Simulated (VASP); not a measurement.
OSZICAR of a VASP run on MoS2:

### OSZICAR
```
       N       E                     dE             d eps       ncg     rms          rms(c)
DAV:   1     0.952914957468E+02    0.95291E+02   -0.11663E+04  1160   0.106E+03
DAV:   2    -0.469035237182E+02   -0.14220E+03   -0.14067E+03  1104   0.252E+02
DAV:   3    -0.545837471968E+02   -0.76802E+01   -0.76533E+01  1086   0.531E+01
DAV:   4    -0.546842992468E+02   -0.10055E+00   -0.10026E+00  1067   0.653E+00
DAV:   5    -0.546868076263E+02   -0.25084E-02   -0.25056E-02  1087   0.958E-01    0.271E+01
DAV:   6    -0.498759810913E+02    0.48108E+01   -0.11960E+01   916   0.288E+01    0.923E+00
DAV:   7    -0.479759499273E+02    0.19000E+01   -0.40855E+00   896   0.126E+01    0.476E+00
DAV:   8    -0.474925716779E+02    0.48338E+00   -0.13203E+00   896   0.782E+00    0.269E+00
DAV:   9    -0.468639778068E+02    0.62859E+00   -0.83565E-02   898   0.268E+00    0.898E-01
DAV:  10    -0.460518701781E+02    0.81211E+00   -0.11651E-01   848   0.341E+00    0.297E-01
DAV:  11    -0.459267125740E+02    0.12516E+00   -0.45806E-03   938   0.608E-01    0.260E-01
DAV:  12    -0.458436558622E+02    0.83057E-01   -0.11128E-03   874   0.316E-01    0.260E-01
DAV:  13    -0.450443397506E+02    0.79932E+00   -0.95365E-02   816   0.251E+00    0.301E-01
DAV:  14    -0.450401888912E+02    0.41509E-02   -0.17678E-03  1042   0.291E-01    0.329E-01
DAV:  15    -0.450459484714E+02   -0.57596E-02   -0.51902E-05   941   0.687E-02    0.321E-01
DAV:  16    -0.450432101027E+02    0.27384E-02   -0.10933E-03   816   0.326E-01    0.344E-01
DAV:  17    -0.450171218560E+02    0.26088E-01   -0.59249E-02   816   0.216E+00    0.187E-01
DAV:  18    -0.449907684122E+02    0.26353E-01   -0.98223E-02  1022   0.213E+00    0.461E-01
DAV:  19    -0.449998920546E+02   -0.91236E-02   -0.76980E-03   876   0.624E-01    0.409E-01
DAV:  20    -0.450004006632E+02   -0.50861E-03   -0.78140E-04   816   0.253E-01    0.426E-01
DAV:  21    -0.449994340025E+02    0.96666E-03   -0.59644E-04   850   0.171E-01    0.410E-01
DAV:  22    -0.449977477877E+02    0.16862E-02   -0.25947E-04   938   0.117E-01    0.418E-01
DAV:  23    -0.449976806239E+02    0.67164E-04   -0.35038E-06  1042   0.123E-02    0.416E-01
DAV:  24    -0.449884122270E+02    0.92684E-02   -0.19738E-03   816   0.349E-01    0.449E-01
DAV:  25    -0.449903380439E+02   -0.19258E-02   -0.80118E-05   826   0.692E-02    0.446E-01
DAV:  26    -0.449964763356E+02   -0.61383E-02   -0.14031E-03   816   0.280E-01    0.483E-01
DAV:  27    -0.449967709792E+02   -0.29464E-03   -0.55522E-05  1032   0.488E-02    0.488E-01
DAV:  28    -0.449966327245E+02    0.13825E-03   -0.49477E-06   856   0.185E-02    0.479E-01
DAV:  29    -0.449995084626E+02   -0.28757E-02   -0.25539E-03   816   0.374E-01    0.417E-01
DAV:  30    -0.449976529964E+02    0.18555E-02   -0.15524E-03   816   0.292E-01    0.400E-01
DAV:  31    -0.449947206395E+02    0.29324E-02   -0.46947E-04  1004   0.163E-01    0.399E-01
DAV:  32    -0.449896757498E+02    0.50449E-02   -0.68196E-04  1028   0.197E-01    0.454E-01
DAV:  33    -0.449900741570E+02   -0.39841E-03   -0.16065E-04   976   0.851E-02    0.446E-01
DAV:  34    -0.449913468507E+02   -0.12727E-02   -0.12007E-04   820   0.757E-02    0.420E-01
DAV:  35    -0.449874850670E+02    0.38618E-02   -0.58979E-04  1006   0.172E-01    0.338E-01
DAV:  36    -0.449875263286E+02   -0.41262E-04   -0.19199E-04  1026   0.888E-02    0.251E-01
DAV:  37    -0.449953624609E+02   -0.78361E-02   -0.10943E-03   816   0.274E-01    0.193E-01
DAV:  38    -0.449971446297E+02   -0.17822E-02   -0.35619E-04   832   0.143E-01    0.106E-01
DAV:  39    -0.449993531153E+02   -0.22085E-02   -0.12884E-03   972   0.254E-01    0.545E-02
DAV:  40    -0.449983759010E+02    0.97721E-03   -0.71219E-04   816   0.191E-01    0.463E-02
DAV:  41    -0.449976029894E+02    0.77291E-03   -0.10031E-04  1004   0.757E-02    0.603E-02
DAV:  42    -0.449995506157E+02   -0.19476E-02   -0.99734E-04   850   0.242E-01    0.700E-02
DAV:  43    -0.449989189023E+02    0.63171E-03   -0.22837E-04   816   0.118E-01    0.685E-02
DAV:  44    -0.449996787739E+02   -0.75987E-03   -0.45418E-04   816   0.160E-01    0.500E-02
DAV:  45    -0.449996076492E+02    0.71125E-04   -0.50267E-05   816   0.584E-02    0.365E-02
DAV:  46    -0.449996886342E+02   -0.80985E-04   -0.32440E-05   924   0.451E-02    0.219E-02
DAV:  47    -0.449996667172E+02    0.21917E-04   -0.82215E-06   816   0.272E-02    0.115E-02
DAV:  48    -0.449996457080E+02    0.21009E-04   -0.71849E-06   816   0.225E-02    0.355E-03
DAV:  49    -0.449996898841E+02   -0.44176E-04   -0.11579E-05   816   0.261E-02    0.423E-03
DAV:  50    -0.449996930958E+02   -0.32117E-05   -0.10590E-06   816   0.956E-03    0.514E-03
DAV:  51    -0.449996998153E+02   -0.67195E-05   -0.32336E-06   824   0.168E-02    0.310E-03
DAV:  52    -0.449996949451E+02    0.48702E-05   -0.88262E-06   898   0.268E-02    0.177E-03
DAV:  53    -0.449996926189E+02    0.23262E-05   -0.64474E-07   838   0.881E-03    0.167E-03
DAV:  54    -0.449997019682E+02   -0.93494E-05   -0.17423E-06   816   0.136E-02    0.131E-03
DAV:  55    -0.449997033892E+02   -0.14210E-05   -0.75778E-07   991   0.818E-03    0.413E-04
DAV:  56    -0.449997028531E+02    0.53613E-06   -0.55221E-07   816   0.636E-03    0.309E-04
DAV:  57    -0.449997029768E+02   -0.12374E-06   -0.11932E-07   614   0.325E-03    0.189E-04
DAV:  58    -0.449997033662E+02   -0.38933E-06   -0.24624E-07   620   0.473E-03    0.943E-05
DAV:  59    -0.449997034034E+02   -0.37287E-07   -0.17464E-08   570   0.146E-03
   1 F= -.44999703E+02 E0= -.44999703E+02  d E =0.000000E+00
       N       E                     dE             ncg
       N       E                     dE             ncg
       N       E                     dE             ncg
```

Task: Which electronic solver shows in the log?

Result: It is blocked Davidson (ALGO = Normal, or the opening steps of other solvers). The INCAR had ALGO = Normal.

Task: Can the final energy be trusted as converged?

Result: Self-consistency was reached. It stopped with EDIFF = 1E-7, NELM = 100 (r2SCAN meta-GGA, plane waves, VASP's PBE PAW potentials (set 64)). The cell holds a wide vacuum, so values per volume refer to the whole cell.

The cell is a sheet with vacuum, built from a database entry that may be metastable or hypothetical.
